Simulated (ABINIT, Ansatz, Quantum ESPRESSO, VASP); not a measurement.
## Code comparison for CaI2 (P-3m1, 3 atoms in the cell)

Self-consistent single point.

```
CaI2
1.0
    4.52897     0.00000     0.00000
   -2.26449     3.92220     0.00000
    0.00000     0.00000     7.20983
Ca I
1 2
Direct
  0.00000   0.00000   0.00000
  0.33333   0.66667   0.24430
  0.66667   0.33333   0.75570
```

All programs got the same cell, k-point mesh and kind of occupations (some realise fixed ones as a very narrow smearing) (in Ansatz's words: kpoints.mp_grid.grid = 5 5 3; scf.occupations.method = fixed); potentials, basis and cutoffs are each program's usual ones.

```
code                                                                                       model  pressure (GPa)  largest force (eV/Å)  gap on the mesh (eV)  cutoff
----------------  ------------------------------------------------------------------------------  --------------  --------------------  --------------------  ------
VASP                                                  PBEsol, VASP's PBE PAW potentials (set 64)           -0.92                 0.128                 3.635  300 eV
Quantum ESPRESSO                            PBEsol, GBRV 1.5 ultrasoft (PBESOL) pseudopotentials           -0.94                 0.144                 3.640   40 Ry
ABINIT            PBEsol, norm-conserving pseudopotentials (PseudoDojo nc-sr-04 PBEsol standard)           -0.97                 0.146                 3.642   35 Ha
Ansatz                                                           PBEsol, PAW files made with PBE           -0.96                 0.145                 3.644  420 eV
```

Gaps are read on the mesh. Another mesh or the band path gives a smaller gap, so these values are not converged in the mesh.

The spread over the programs that give each value: pressure within 0.05 GPa; largest force within 0.018 eV/Å; gap on the mesh within 0.009 eV.

The starting cell comes from a database of computed structures (which also holds hypothetical and non-ambient phases and stackings), without a prior relaxation at this level. On Ansatz's run: Spin-orbit coupling is off. Another mesh or the band path of this cell gives a smaller gap, so this value is not converged in the mesh.

Q: Why do the programs differ, and what cannot be compared?

A: Differences of this kind can come from the potentials, where these differ, and from what each basis and cutoff leave unconverged. The valence holds different numbers of electrons (VASP 24, Quantum ESPRESSO 24, ABINIT 24, Ansatz (a first-principles code) 44). The zero of total energies and Fermi levels follows the potentials and each program's conventions, so they are not compared here. Ansatz's pressure is given at a fixed set of plane waves, as the other plane-wave codes print theirs.

VASP's run is marked for a possible Pulay error in its stress at this cutoff; no cutoff test was made.

VASP ran the fixed occupations as a Gaussian smearing of 0.01 eV.

Left out of this page: GPAW, CP2K, Elk, FLEUR and SIESTA (not drawn, or without a comparable value).

Keys are those of Ansatz 0.2.
